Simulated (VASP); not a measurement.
Consider the following.

```yaml
crystal:
  lattice:
    - [0.00000, 2.77303, 2.76977]
    - [2.76414, 0.00000, 2.76977]
    - [2.76414, 2.77303, 0.00000]
  atoms:
    - { symbol: Si, position: [0.25000, 0.25000, 0.25000] }
    - { symbol: Si, position: [0.75000, 0.75000, 0.75000] }
    - { symbol: Ni, position: [0.99273, 0.00727, 0.00727] }
```

Level of theory: PBE GGA, VASP's PBE PAW potentials (set 64) (plane waves; VASP). Numerical set-up: 400 eV cut-off, KSPACING 0.25 per Å, first-order Methfessel-Paxton smearing of 0.10 eV, potentials Si Ni.

Gaps are read on the run's mesh, which can miss a band edge.

Problem. Estimate the energy per atom (σ→0), pressure, largest force, band gap (on the k-mesh) with the smallest direct gap where there is one.

Solution. 
| Property | Value |
|---|---|
| band gap (on the k-mesh) | none (metal, semimetal or under 0.01 eV) |
| energy per atom (σ→0) | -5.772 eV/atom |
| pressure | -6.23 GPa |
| largest force | 0.304 eV/Å |

Only differences to runs with the same potentials and settings are physical.

The compound is NiSi2 in the fluorite structure. The cell was not relaxed at this level, atoms are displaced from their ideal sites. The run is one of a series of settings (KGAMMA = .TRUE., KSPACING = 0.25, KPOINTS file removed against the base run), some of them coarse on purpose. The run is not spin-polarised, so no magnetic state was tried.
